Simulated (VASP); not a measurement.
Given:

```yaml
crystal:
  lattice:
    - [8.23806, -2.12183, 0.00000]
    - [8.23806, 2.12183, 0.00000]
    - [0.00000, 0.00000, 8.72785]
  atoms:
    - { symbol: Br, position: [0.85791, 0.14209, 0.11838] }
    - { symbol: Br, position: [0.64209, 0.35791, 0.61838] }
    - { symbol: Br, position: [0.14209, 0.85791, 0.88162] }
    - { symbol: Br, position: [0.35791, 0.64209, 0.38162] }
```

Method: PBE GGA, VASP's PBE PAW potentials (set 64) (plane waves; VASP). Settings: 400 eV cut-off, 5×5×3 Γ-centred mesh, Gaussian smearing of 0.050 eV, potentials Br.

Without a dispersion term in the relaxation, distances and binding between the weakly bound layers, chains or molecules are unreliable, and so is what depends on them.

Task: What does the run give for the energy per atom (σ→0), band gap (on the k-mesh) with the smallest direct gap where there is one?

Result: 
```
Item                                         Result
-----------------------------------  --------------
band gap (on the k-mesh)                    1.38 eV
smallest direct gap (on the k-mesh)         1.38 eV
energy per atom (σ→0)                -1.637 eV/atom
```

Only differences to runs with the same potentials and settings are physical.

The structure comes from a measured Br entry (Cmce) of the Crystallography Open Database, whose conditions weren't checked. It was relaxed first, which changed the volume by -6 %.
